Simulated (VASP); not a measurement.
Here is the system:

```xyz
8
Lattice="0.0000 2.2489 2.2489 2.2489 0.0000 2.2489 9.0071 9.0071 -0.0116" Properties=species:S:1:pos:R:3 pbc="T T T"
Zr     0.0000     0.0000     0.0000
C      2.3017     2.3017     2.1961
C      4.5169     4.5169     2.2297
C      6.7390     6.7390     2.2564
C      8.9543     8.9543     2.2900
Nb     4.5339     4.5339     4.4616
Nb     4.5036     4.5036    -0.0058
Nb     6.7221     6.7221     0.0245
```

The numbers are results of PBEsol GGA, VASP's PBE PAW potentials (set 64) (plane waves; VASP), not measurements. Settings: 520 eV cut-off, 13×13×4 Γ-centred mesh, tetrahedra with Blöchl corrections, potentials Zr_sv C Nb_sv.

The cores are frozen, which limits the accuracy of field gradients.

### Question
Give the principal components of the electric field gradient (V/Å²) and the asymmetry η at each nucleus.

### Answer

```
atom   Vxx   Vyy    Vzz     η
----  ----  ----  -----  ----
Zr1   -7.0  -7.0   14.1  0.00
C2     0.6   0.6   -1.2  0.00
C3    -0.1  -0.1    0.2     -
C4    -0.1  -0.1    0.2     -
C5     0.6   0.6   -1.2  0.00
Nb6    6.7   6.7  -13.3  0.00
Nb7    0.2   0.2   -0.4     -
Nb8    6.7   6.7  -13.3  0.00
```

The structure was generated: Nb3ZrC4 was put into an ordered model structure (R-3m), which need not be its known phase. It was relaxed first.
